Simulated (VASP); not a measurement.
Molecule: H2O, in a box.

```
H O
1.0
    11.93732    0.00000    0.00000
     0.00000   12.43732    0.00000
     0.00000    0.00000   12.93732
H O
2 1
Direct
  0.52941 0.52041 0.44715
  0.50250 0.48373 0.55793
  0.46731 0.50818 0.49433
```

Base run:

```yaml
Program: VASP 6.6.1
Functional: PBE
Potentials_or_basis: VASP PAW PBE potentials, release 64 (H, O)
Cutoff: 400 eV
k_mesh: 1 × 1 × 1
Occupations: gaussian, width 0.01 eV
Spin: no spin polarisation
```

Its results: gap between the frontier levels 6.21 eV; largest force 0.016 eV/Å.

Q: The run is repeated on the same cell with these changes: functional from PBE to RPBE. What comes out?

A: Gap between the frontier levels 6.09 eV; largest force 0.063 eV/Å.

Caveats: the PAW data sets were made with another functional, which shifts forces and pressure a little (some runs).

